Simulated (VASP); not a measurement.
Molecule: BrCIH2, in a box.

```
Br C I H
1.0
    13.00000    0.00000    0.00000
     0.00000   11.00000    0.00000
     0.00000    0.00000   12.00000
Br C I H
1 1 1 2
Direct
  0.37669 0.47731 0.53087
  0.51786 0.49302 0.48617
  0.62531 0.41475 0.59882
  0.53558 0.58907 0.48019
  0.52708 0.44716 0.40685
```

Base run:

```yaml
Program: VASP 6.6.1
Functional: PBE
Dispersion: D4
Potentials_or_basis: VASP PAW PBE potentials, release 64 (Br, C, I, H)
Cutoff: 520 eV
k_mesh: 1 × 1 × 1
Occupations: gaussian, width 0.01 eV
Spin: no spin polarisation
```

Its results: gap between the frontier levels 3.99 eV; largest force 0.397 eV/Å.

Q: After a change of settings the same cell gave: gap between the frontier levels 6.00 eV; largest force 0.062 eV/Å. Which change was it?
A. dispersion from D4 to none; further incar settings from ALGO = Normal; EDIFF = 1e-06; NBANDS = 18 to ALGO = Normal; EDIFF = 1e-07; NBANDS = 18
B. functional from PBE to PBE0
C. functional from PBE to revPBE; further incar settings from ALGO = Normal; EDIFF = 1e-06; NBANDS = 18 to ALGO = Normal; EDIFF = 1e-06
D. dispersion from D4 to TS; further incar settings from ALGO = Normal; EDIFF = 1e-06; NBANDS = 18 to ALGO = Normal; EDIFF = 1e-06

A: B.

PBE0 gives the wider gap, since exact exchange removes part of the self-interaction.

Caveats: spin-orbit coupling is left out, which moves the levels of the heavy elements; the PAW data sets were made with another functional, which shifts forces and pressure a little (some runs).
